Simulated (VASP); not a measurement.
SiGe3:

```xyz
4
Lattice="4.0739 0.0000 0.0000 0.0000 4.0739 0.0000 0.0000 0.0000 5.7405" Properties=species:S:1:pos:R:3 pbc="T T T"
Si    0.0000    0.0000    0.0000
Ge    0.0000    2.0370    1.4024
Ge    2.0370    2.0370    2.8703
Ge    2.0370    0.0000    4.3382
```

The cell was built by a generator and needn't be a form met in nature.

The cell isn't the ideal one: hydrostatic strain +2.6%.

Base run:

| Quantity | Value |
| --- | --- |
| Program | VASP 6.6.1 |
| Functional | PBE |
| Potentials or basis | VASP PAW PBE potentials, release 64 (Si, Ge_d) |
| Cutoff | 520 eV |
| k mesh | 6 × 6 × 6 |
| Occupations | fermi-dirac, width 0.02 eV |
| Spin | no spin polarisation |

Its results: band gap on the k mesh 0.06 eV, direct; pressure -2.5 GPa; largest force 0.059 eV/Å.

Q: The run is repeated on the same cell with these changes: functional from PBE to r2SCAN; further incar settings from ALGO = Fast; EDIFF = 1e-07; NBANDS = 31 to ALGO = Normal; EDIFF = 1e-06; NBANDS = 31. What comes out?

A: Band gap on the k mesh 0.30 eV, indirect (least direct gap 0.42 eV); pressure -5.1 GPa; largest force 0.007 eV/Å.

Caveats: the PAW data sets were made with another functional, which shifts forces and pressure a little (some runs).

A k mesh can miss the band edges.
